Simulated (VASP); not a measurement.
Input:

```xyz
4
Lattice="3.3069 0.0000 0.0000 -1.6534 2.8638 0.0000 0.0000 0.0000 5.8018" Properties=species:S:1:pos:R:3 pbc="T T T"
Ca     3.3069     0.0000     5.8018
Ca     3.3069     0.0000     2.9009
O      0.0000     1.9092     1.4505
O      1.6534     0.9546     4.3514
```

Level of theory: PBEsol GGA, VASP's PBE PAW potentials (set 64) (plane waves; VASP). Numerical set-up: 520 eV cut-off, Gaussian smearing of 0.050 eV, potentials Ca_sv O.

Q: Give the energies of bands 11 to 19 at the high-symmetry points, in eV from the valence-band maximum.

A: 
```csv
band,Γ,M,K,A,L,H
11,-2.75,-2.76,-1.97,-1.73,-2.14,-1.94
12,-1.11,-1.73,-1.97,-1.73,-2.14,-1.94
13,-1.11,-1.28,-1.81,-0.60,-1.13,-1.25
14,-0.25,-1.26,-1.23,-0.60,-1.13,-1.25
15,0.00,-0.81,-1.23,-0.60,-0.83,-1.11
16,0.00,-0.36,-0.49,-0.60,-0.83,-1.11
17,3.75,3.83,5.99,5.83,5.00,6.48
18,4.87,5.88,6.13,5.83,5.00,6.48
19,6.39,7.09,6.13,6.71,8.16,6.93
```

The gap is direct, 3.74 eV, from the valence maximum at Γ to the conduction minimum at Γ.

The structure was generated: CaO was put into the NiAs type type (P6_3/mmc), which need not be its known phase. It was relaxed first, which changed the volume by -20 %.
